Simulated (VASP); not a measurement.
Here is the system:

```
CELL_PARAMETERS angstrom
     -1.59502     1.59502     3.91174
      1.59502    -1.59502     3.91174
      1.59502     1.59502    -3.91174
ATOMIC_POSITIONS crystal
  Si 0.66495 0.66495 0.00000
  Si 0.33505 0.33505 0.00000
  Mo 0.00000 0.00000 0.00000
```

The numbers are results of PBEsol GGA, VASP's PBE PAW potentials (set 64) (plane waves; VASP), not measurements. Settings: 480 eV cut-off, 12×12×12 Γ-centred mesh, first-order Methfessel-Paxton smearing of 0.10 eV, potentials Si Mo_sv.

Each row applies one change to this cell, which was relaxed at other settings and keeps the small stress of the first row; at a fixed cut-off the stress holds a Pulay part, so it need not integrate to ΔE exactly. Stress is in GPa, positive when the cell is compressed.

```csv
change,ΔE (meV/atom),σxx,σyy,σzz,"largest shear component, with its sign (GPa)",largest force (eV/Å)
none,0.0,0.34,0.34,0.28,0.00,0.011
atom 1 (Si) moved by 0.025 Å along z,1.2,0.18,0.18,0.00,0.00,0.318
uniaxial strain of -1.0 % along x with the ions relaxed,2.1,4.65,1.57,1.27,0.00,0.001
uniaxial strain of +2.0 % along y,6.0,-2.01,-7.48,-1.63,0.00,0.031
atom 2 (Si) moved by 0.075 Å along x,7.8,0.54,0.79,0.51,0.47,0.621
biaxial strain of +1.5 % in the yz plane with the ions relaxed,9.3,-2.66,-6.86,-8.27,0.00,0.000
uniaxial strain of -3.0 % along y,17.4,4.71,13.83,3.55,0.00,0.058
atom 3 (Mo) moved by 0.075 Å along z,12.5,0.69,0.69,1.20,0.00,1.005
atom 2 (Si) moved by 0.100 Å along y,13.8,1.15,0.69,0.69,0.63,0.829
```

Failed runs are left out, and for metals the shear rows, which the mesh's noise covers.

The compound is MoSi2 in the MoSi2 type structure.
